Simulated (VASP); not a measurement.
Zn:

```
Zn
1.0
     2.67000    0.00000    0.00000
    -1.33500    2.31229    0.00000
     0.00000    0.00000    4.96600
Zn
2
Direct
  0.33333 0.66667 0.25000
  0.66667 0.33333 0.75000
```

- Program: VASP 6.6.1
- Task: relaxation of cell and atoms
- Functional: PBEsol
- Potentials or basis: VASP PAW PBE potentials, release 64 (Zn)
- Cutoff: 600 eV
- k mesh: 18 × 18 × 8
- Occupations: methfessel-paxton, width 0.1 eV
- Spin: no spin polarisation

At the start: pressure -5.5 GPa; volume 15.33 Å³/atom.

Problem. Where does the relaxation end?

Solution. Over 3 steps the energy falls by 20.4 meV/atom and the volume is 14.27 Å³/atom (-6.9 %); space group P6_3/mmc (No. 194, to 0.05 Å).

The path:
| step | energy change (eV) | largest force (eV/Å) | pressure (GPa) | volume (Å³) |
| --- | --- | --- | --- | --- |
| 1 | 0.0000 | 0.0000 | -5.54 | 30.66 |
| 2 | -0.0404 | 0.0000 | 0.63 | 28.37 |
| 3 | -0.0408 | 0.0000 | 0.00 | 28.55 |

Final structure:
```
Zn
1.0
     2.59996    0.00000    0.00000
    -1.29998    2.25164    0.00000
     0.00000    0.00000    4.87630
Zn
2
Direct
  0.33333 0.66667 0.25000
  0.66667 0.33333 0.75000
```

Caveat: the PAW data sets were made with another functional, which shifts forces and pressure a little.
